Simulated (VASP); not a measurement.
Method: PBEsol GGA, VASP's PBE PAW potentials (set 64) (plane waves; VASP).

Input for VASP

File KPOINTS:
```
kpoints
0
G
6 2 1
```

**KPOINTS_OPT**
```
k-points along high-symmetry lines
15
Line-mode
Reciprocal
  0.000000   0.000000   0.000000 ! GAMMA
  0.500000   0.000000   0.000000 ! X

  0.000000   0.000000   0.000000 ! GAMMA
  0.000000   0.500000   0.000000 ! Z

  0.000000   0.500000   0.000000 ! Z
  0.500000   0.500000   0.000000 ! U

  0.500000   0.000000   0.000000 ! X
  0.500000   0.500000   0.000000 ! U
```

### INCAR
```
SYSTEM = NbAs
PREC = Accurate; ENCUT = 300; LREAL = Auto
LASPH = .TRUE.
EDIFF = 1E-6; NELM = 100; ALGO = Normal
LMAXMIX = 4
ISMEAR = 1; SIGMA = 0.1
GGA = PS
ISIF = 2
LWAVE = .FALSE.; LCHARG = .FALSE.
```

POSCAR:
```
NbAs
1
    3.5012050000     0.0000000000     0.0000000000
    0.0000000000    11.9281610000     0.0000000000
    0.0000000000     0.0000000000    17.1998000000
Nb As
8 8
Direct
  0.5000000000   0.9997200000   0.3488410000
  0.0000000000   0.2497200000   0.3488410000
  0.0000000000   0.4997200000   0.4496160000
  0.5000000000   0.7497200000   0.4496160000
  0.5000000000   0.9997200000   0.5503840000
  0.0000000000   0.2497200000   0.5503840000
  0.0000000000   0.4997200000   0.6511590000
  0.5000000000   0.7497200000   0.6511590000
  0.0000000000   0.9172800000   0.4496160000
  0.5000000000   0.1672800000   0.4496160000
  0.5000000000   0.4172800000   0.3488410000
  0.0000000000   0.6672800000   0.3488410000
  0.0000000000   0.9172800000   0.6511590000
  0.5000000000   0.1672800000   0.6511590000
  0.5000000000   0.4172800000   0.5503840000
  0.0000000000   0.6672800000   0.5503840000
```

POTCAR, in this order: Nb_sv As (PBE.64 set). Program: vasp_std.

What VASP printed:

**OSZICAR**
```
       N       E                     dE             d eps       ncg     rms          rms(c)
DAV:   1     0.928308865171E+03    0.92831E+03   -0.59048E+04  1864   0.978E+02
DAV:   2    -0.117423254171E+02   -0.94005E+03   -0.91207E+03  1662   0.353E+02
DAV:   3    -0.125213508940E+03   -0.11347E+03   -0.11083E+03  1928   0.945E+01
DAV:   4    -0.138110382006E+03   -0.12897E+02   -0.12722E+02  2536   0.295E+01
DAV:   5    -0.139431319016E+03   -0.13209E+01   -0.13138E+01  2064   0.709E+00    0.219E+01
DAV:   6    -0.134565845413E+03    0.48655E+01   -0.10231E+02  2048   0.267E+01    0.177E+01
DAV:   7    -0.129524144385E+03    0.50417E+01   -0.72487E+01  2176   0.261E+01    0.995E+00
DAV:   8    -0.126231685363E+03    0.32925E+01   -0.11957E+01  1984   0.998E+00    0.474E+00
DAV:   9    -0.126077712073E+03    0.15397E+00   -0.28331E+00  2136   0.514E+00    0.316E+00
DAV:  10    -0.126017937822E+03    0.59774E-01   -0.10133E+00  2056   0.354E+00    0.258E+00
DAV:  11    -0.125914729284E+03    0.10321E+00   -0.26996E-01  2000   0.201E+00    0.929E-01
DAV:  12    -0.125916796464E+03   -0.20672E-02   -0.69332E-02  2016   0.943E-01    0.371E-01
DAV:  13    -0.125917690586E+03   -0.89412E-03   -0.14407E-02  2160   0.524E-01    0.151E-01
DAV:  14    -0.125918015650E+03   -0.32506E-03   -0.43926E-03  1968   0.258E-01    0.919E-02
DAV:  15    -0.125918198724E+03   -0.18307E-03   -0.13676E-03  1776   0.151E-01    0.585E-02
DAV:  16    -0.125918542767E+03   -0.34404E-03   -0.10894E-03  1952   0.843E-02    0.445E-02
DAV:  17    -0.125918880875E+03   -0.33811E-03   -0.22507E-04  1928   0.512E-02    0.234E-02
DAV:  18    -0.125919689629E+03   -0.80875E-03   -0.22260E-04  1816   0.351E-02    0.152E-02
DAV:  19    -0.125920292143E+03   -0.60251E-03   -0.84512E-05  1872   0.284E-02    0.110E-02
DAV:  20    -0.125920581504E+03   -0.28936E-03   -0.27780E-05  1424   0.152E-02    0.694E-03
DAV:  21    -0.125920722433E+03   -0.14093E-03   -0.16620E-05  1392   0.119E-02    0.336E-03
DAV:  22    -0.125920751258E+03   -0.28825E-04   -0.33398E-06  1184   0.485E-03    0.151E-03
DAV:  23    -0.125920764520E+03   -0.13261E-04   -0.14509E-06  1120   0.320E-03    0.782E-04
DAV:  24    -0.125920767261E+03   -0.27414E-05   -0.38982E-07  1024   0.209E-03    0.555E-04
DAV:  25    -0.125920768141E+03   -0.87967E-06   -0.17458E-07   960   0.166E-03
   1 F= -.12592077E+03 E0= -.12592301E+03  d E =0.671566E-02
       N       E                     dE             ncg
       N       E                     dE             ncg
       N       E                     dE             ncg
       N       E                     dE             ncg
       N       E                     dE             ncg
       N       E                     dE             ncg
       N       E                     dE             ncg
       N       E                     dE             ncg
```

**OUTCAR**
```
------------------------ aborting loop because EDIFF is reached ----------------------------------------
  FORCE on cell =-STRESS in cart. coord.  units (eV):
  Direction    XX          YY          ZZ          XY          YZ          ZX
  --------------------------------------------------------------------------------------
  Total      -28.9342464    -28.9559879    -16.8195455      0.0000000      0.0000000      0.0000000
  in kB      -64.5369338    -64.5854275    -37.5154714      0.0000000      0.0000000      0.0000000
  external PRESSURE =     -55.5459443 kB  Pullay stress =       0.0000000 kB
  volume of cell :      718.31
      direct lattice vectors                 reciprocal lattice vectors
     3.501205000  0.000000000  0.000000000     0.285615952  0.000000000  0.000000000
     0.000000000 11.928161000  0.000000000     0.000000000  0.083835220  0.000000000
     0.000000000  0.000000000 17.199800000     0.000000000  0.000000000  0.058140211
 POSITION                                       TOTAL-FORCE (eV/Angst)
 -----------------------------------------------------------------------------------
      1.75060     11.92482      6.00000         0.000000      1.136706      1.641132
      0.00000      2.97870      6.00000         0.000000     -0.224724      1.354035
      0.00000      5.96074      7.73331         0.000000      0.354099     -0.716919
      1.75060      8.94278      7.73331         0.000000     -0.392157      0.222229
      1.75060     11.92482      9.46649         0.000000      0.354099      0.716919
      0.00000      2.97870      9.46649         0.000000     -0.392157     -0.222229
      0.00000      5.96074     11.19980         0.000000      1.136706     -1.641132
      1.75060      8.94278     11.19980         0.000000     -0.224724     -1.354035
      0.00000     10.94146      7.73331         0.000000      0.384912     -0.783144
      1.75060      1.99534      7.73331         0.000000     -0.171736     -0.836484
      1.75060      4.97738      6.00000         0.000000     -0.913074      0.234263
      0.00000      7.95942      6.00000         0.000000     -0.174025      0.464798
      0.00000     10.94146     11.19980         0.000000     -0.913074     -0.234263
      1.75060      1.99534     11.19980         0.000000     -0.174025     -0.464798
      1.75060      4.97738      9.46649         0.000000      0.384912      0.783144
      0.00000      7.95942      9.46649         0.000000     -0.171736      0.836484
 -----------------------------------------------------------------------------------
    total drift:                                0.000000      0.006215      0.000005
  FREE ENERGIE OF THE ION-ELECTRON SYSTEM (eV)
  ---------------------------------------------------
  free  energy   TOTEN  =      -125.9207681407 eV

  energy  without entropy=     -125.9274838050  energy(sigma->0) =     -125.92300670
```
(Selected blocks of OUTCAR.)

At this cut-off the stress carries a Pulay error, which pulls relaxed volumes low. The cell holds a wide vacuum, so values per volume refer to the whole cell.

The cell is a sheet with vacuum, built from a database entry that may be metastable or hypothetical.
